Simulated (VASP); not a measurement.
Given:

```
Br
1.0
    3.73849     0.00000     0.00000
   -1.86924     3.23763     0.00000
    0.00000     0.00000     4.26773
Br
2
Cartesian
  0.00000   2.15842   1.06693
  1.86925   1.07921   3.20080
```

Calculation: PBEsol GGA, VASP's PBE PAW potentials (set 64) (plane waves; VASP 6.6.1). Settings: 400 eV cut-off, Gaussian smearing of 0.050 eV, potentials Br.

Q: Give the energies of bands 3 to 8 at the high-symmetry points, in eV from the Fermi level.

A: 
| band | Γ | M | K | A | L | H |
|---|---|---|---|---|---|---|
| 3 | -4.71 | -4.13 | -4.67 | -2.18 | -5.15 | -4.99 |
| 4 | -2.10 | -3.18 | -2.43 | -2.18 | -5.15 | -4.99 |
| 5 | -2.10 | -3.05 | -2.43 | -1.12 | -1.76 | -3.04 |
| 6 | -0.12 | -1.94 | -2.22 | -1.12 | -1.76 | -3.04 |
| 7 | -0.12 | -1.36 | -2.22 | -1.12 | 0.06 | 0.99 |
| 8 | 1.18 | 0.35 | -0.30 | -1.12 | 0.06 | 0.99 |

It has no gap at this level: it comes out as a metal or semimetal.

The structure was generated: Br was put into the hcp type (P6_3/mmc), which need not be its known phase. It was relaxed first.
